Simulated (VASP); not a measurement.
# LiB2C2 (P3m1) in VASP: notebook, part 2 of 2

VASP 6.6.1. The steps go on from the part before.

### 3 Single point, PBE

File INCAR:

```
PREC = Accurate
ENCUT = 520
EDIFF = 1E-7
ISMEAR = -1
SIGMA = 0.1
LREAL = False
LASPH = True
NELM = 100
ALGO = Normal
ISIF = 2
LWAVE = False
LCHARG = False
GGA = PE
NBANDS = 16
```

File KPOINTS:

```
Automatic mesh
0
Gamma
  7 7 3
```

File POSCAR:

```
LiB2C2
1.0
    2.7146442900      0.0000000000      0.0000000000
   -1.3573221400      2.3509509200      0.0000000000
    0.0000000000      0.0000000000      7.1180530000
Li B C
1 2 2
Direct
    0.0000000000      0.0000000000      0.5000000000
    0.3333333298      0.6666666695      0.7498129994
    0.6666666702      0.3333333305      0.2501870006
    0.3333333298      0.6666666695      0.3182190003
    0.6666666702      0.3333333305      0.7417809997
```

Potentials or basis: VASP PAW PBE potentials, release 64 (Li_sv, B, C).

On the command line:

```console
cat potpaw_PBE.64/Li_sv/POTCAR potpaw_PBE.64/B/POTCAR potpaw_PBE.64/C/POTCAR > POTCAR
mpirun -np 1 vasp_std > vasp.out
```

OUTCAR:

```text
PREC = Accurate
   ENCUT = 520
   EDIFF = 1E-7
   ISMEAR = -1
   LREAL = False
   LASPH = True
   NELM = 100
   ISIF = 2
   GGA = PE

 ion  position               nearest neighbor table
   1  0.000  0.000  0.500-   4 2.03   4 2.03   4 2.03   5 2.33   5 2.33   5 2.33   2 2.37   3 2.37
                             2 2.37   3 2.37   2 2.37   3 2.37
   2  0.333  0.667  0.750-   5 1.57   5 1.57   5 1.57   1 2.37   1 2.37   1 2.37
   3  0.667  0.333  0.250-   4 1.64   4 1.64   4 1.64   1 2.37   1 2.37   1 2.37
   4  0.333  0.667  0.318-   3 1.64   3 1.64   3 1.64   1 2.03   1 2.03   1 2.03
   5  0.667  0.333  0.742-   2 1.57   2 1.57   2 1.57   1 2.33   1 2.33   1 2.33

  LATTYP: Found a hexagonal cell.
 ALAT       =     2.7146442900
 C/A-ratio  =     2.6220941824

  Lattice vectors:

 A1 = (   2.7146442900,   0.0000000000,   0.0000000000)
 A2 = (  -1.3573221400,   2.3509509200,   0.0000000000)
 A3 = (   0.0000000000,   0.0000000000,   7.1180530000)

Analysis of symmetry for initial positions (statically):
=====================================================================
 Subroutine PRICEL returns:
 Original cell was already a primitive cell.

 Routine SETGRP: Setting up the symmetry group for a
 hexagonal supercell.

 Subroutine GETGRP returns: Found  6 space group operations
 (whereof  6 operations were pure point group operations)
 out of a pool of 24 trial point group operations.

The static configuration has the point symmetry C_3v.

Analysis of symmetry for dynamics (positions and initial velocities):
=====================================================================
 Subroutine PRICEL returns:
 Original cell was already a primitive cell.

 Routine SETGRP: Setting up the symmetry group for a
 hexagonal supercell.

 Subroutine GETGRP returns: Found  6 space group operations
[... 124 lines left out ...]
     AMIX_MAG =   1.60;   BMIX_MAG =  1.00
  volume/ion in A,a.u.               =       9.09        61.31
  Fermi-wavevector in a.u.,A,eV,Ry     =   1.179737  2.229380 18.936311  1.391780
  Thomas-Fermi vector in A             =   2.316042
   LORBIT       =      0    0 simple, 1 ext, 2 COOP (PROOUT), +10 PAW based schemes
   GGA     = PE    functional components
   LHFCALC =     F    Hartree Fock is set to
   AEXX    =    0.0000 exact exchange contribution
   IVDW    =     0    specifies the selected vdW correction
   LEPSILON=     F    determine dielectric tensor
   LRPA    =     F    only Hartree local field effects (RPA)
 non-spin polarized calculation
  energy-cutoff  :      520.00
  volume of cell :       45.43
 maximum number of plane-waves:      1240
   NGX = 11   NGY = 11   NGZ = 27

 number of electron      17.0000001 magnetization

 Free energy of the ion-electron system (eV)
  ---------------------------------------------------
  ext. energy  EPLUGINS =         0.00000000
  ---------------------------------------------------
  free energy    TOTEN  =       -32.75220497 eV

  energy without entropy =      -32.71998088  energy(sigma->0) =      -32.73609292

 E-fermi :   2.8312     XC(G=0): -10.0415

 val. band max:        2.6818441679   @ k =   0.1429   0.0000   0.3333
 cond. band min:       2.9720400151   @ k =   0.4286  -0.0000   0.0000
 fundamental gap:      0.2901958472
 Fermi energy:         2.8312126867

 k-point     1 :       0.0000    0.0000    0.0000
  band No.  band energies     occupation
      1     -41.5323      2.00000
      2     -11.1926      2.00000
      3     -10.7931      2.00000
      4      -2.5312      2.00000
      5      -0.3439      2.00000
      6       3.4144      0.00585
[... 357 lines left out ...]
      3      -6.8356      2.00000
      4      -3.6637      2.00000
      5      -3.3142      2.00000
      6      -2.2664      2.00000
[... 8 lines left out ...]
     15      14.8294      0.00000
     16      16.1327      0.00000

------------------------ aborting loop because EDIFF is reached ----------------------------------------

  FORCE on cell =-STRESS in cart. coord.  units (eV):
  Direction    XX          YY          ZZ          XY          YZ          ZX
  --------------------------------------------------------------------------------------
  -------------------------------------------------------------------------------------
  Total       -0.7531517     -0.7531517     -0.0622655     -0.0000000      0.0000000     -0.0000000
  in kB      -26.5628912    -26.5628913     -2.1960422     -0.0000001      0.0000000     -0.0000000
  external PRESSURE =     -18.4406082 kB  Pullay stress =       0.0000000 kB

 VOLUME and BASIS-vectors are now :
 -----------------------------------------------------------------------------
  energy-cutoff  :      520.00
  volume of cell :       45.43
      direct lattice vectors                 reciprocal lattice vectors
     2.714644290  0.000000000  0.000000000     0.368372388  0.212679896  0.000000000
    -1.357322140  2.350950920  0.000000000     0.000000000  0.425359794  0.000000000
     0.000000000  0.000000000  7.118053000     0.000000000  0.000000000  0.140487855

 POSITION                                       TOTAL-FORCE (eV/Angst)
 -----------------------------------------------------------------------------------
      0.00000      0.00000      3.55903        -0.000000     -0.000000      0.597281
     -0.00000      1.56730      5.33721        -0.000000      0.000000     -0.128154
      1.35732      0.78365      1.78084        -0.000000     -0.000000      4.171964
     -0.00000      1.56730      2.26510         0.000000      0.000000     -5.214263
      1.35732      0.78365      5.28004         0.000000     -0.000000      0.573171
 -----------------------------------------------------------------------------------
    total drift:                               -0.000001      0.000000     -0.000136

  FREE ENERGIE OF THE ION-ELECTRON SYSTEM (eV)
  ---------------------------------------------------
  free  energy   TOTEN  =       -32.7522049726 eV

  energy  without entropy=      -32.7199808773  energy(sigma->0) =      -32.73609292
```

OSZICAR:

```text
N       E                     dE             d eps       ncg     rms          rms(c)
DAV:   1     0.510131870941E+02    0.51013E+02   -0.77042E+03   640   0.101E+03
DAV:   2    -0.300006038167E+02   -0.81014E+02   -0.75880E+02   824   0.215E+02
DAV:   3    -0.363249346508E+02   -0.63243E+01   -0.62764E+01  1256   0.473E+01
DAV:   4    -0.364160457164E+02   -0.91111E-01   -0.91091E-01   856   0.653E+00
DAV:   5    -0.364180111746E+02   -0.19655E-02   -0.19654E-02  1024   0.766E-01    0.930E+00
DAV:   6    -0.333365552708E+02    0.30815E+01   -0.50340E+00   832   0.129E+01    0.429E+00
DAV:   7    -0.329211939369E+02    0.41536E+00   -0.10633E+00   920   0.676E+00    0.272E+00
DAV:   8    -0.327723461788E+02    0.14885E+00   -0.21708E-01   896   0.354E+00    0.147E+00
DAV:   9    -0.327496000362E+02    0.22746E-01   -0.96326E-02   864   0.208E+00    0.372E-01
DAV:  10    -0.327508138249E+02   -0.12138E-02   -0.93632E-03   840   0.656E-01    0.188E-01
DAV:  11    -0.327518866162E+02   -0.10728E-02   -0.12888E-03   848   0.236E-01    0.548E-02
DAV:  12    -0.327521296513E+02   -0.24304E-03   -0.21387E-04   840   0.101E-01    0.311E-02
DAV:  13    -0.327522018645E+02   -0.72213E-04   -0.91139E-05   776   0.567E-02    0.577E-03
DAV:  14    -0.327522044470E+02   -0.25825E-05   -0.41612E-06   904   0.138E-02    0.292E-03
DAV:  15    -0.327522049527E+02   -0.50571E-06   -0.12712E-06   808   0.672E-03    0.739E-04
DAV:  16    -0.327522049726E+02   -0.19853E-07   -0.42133E-08   736   0.148E-03
   1 F= -.32752205E+02 E0= -.32736093E+02  d E =-.322241E-01
```

stdout:

```text
POSCAR found type information on POSCAR LiB C
 POSCAR found :  3 types and       5 ions
 scaLAPACK will be used
 LDA part: xc-table for (Slater+PW92), standard interpolation
 POSCAR, INCAR and KPOINTS ok, starting setup
 FFT: planning ... GRIDC
 FFT: planning ... GRID_SOFT
 FFT: planning ... GRID
 WAVECAR not read
 entering main loop
```

Run time: 17 s. Hardware: 1 thread of Intel Xeon Platinum 8375C at 2.90GHz (Ice Lake), shared host; peak memory 0.15 GiB.

What came out:

| Property | Result |
| --- | --- |
| Free energy | -32.7522 eV |
| Largest force | 5.214 eV/Å |
| Band gap on the k mesh | none (metal or under the smearing width) |

Forces on the atoms (eV/Å):
```
Li   0.000  0.000  0.597
B    0.000  0.000 -0.128
B    0.000  0.000  4.172
C    0.000  0.000 -5.214
C    0.000  0.000  0.573
```

Levels at points of the mesh, in eV from the Fermi level:
| k point | band 5 | band 6 | band 7 | band 8 | band 9 | band 10 | band 11 | band 12 |
| --- | --- | --- | --- | --- | --- | --- | --- | --- |
| (0.00, 0.00, 0.00) | -3.18 | 0.58 | 0.58 | 0.99 | 0.99 | 3.53 | 9.04 | 9.04 |

Caveat: the k mesh is coarse (spacing up to 0.38 Å⁻¹), so the values aren't converged; the cutoff is under 1.25 times the usual one of these potentials, so pressure, stress and relaxed cells hold a basis-set (Pulay) error; forces of over 1 eV/Å show positions far from the minimum, so gaps and moduli don't describe the material at rest.
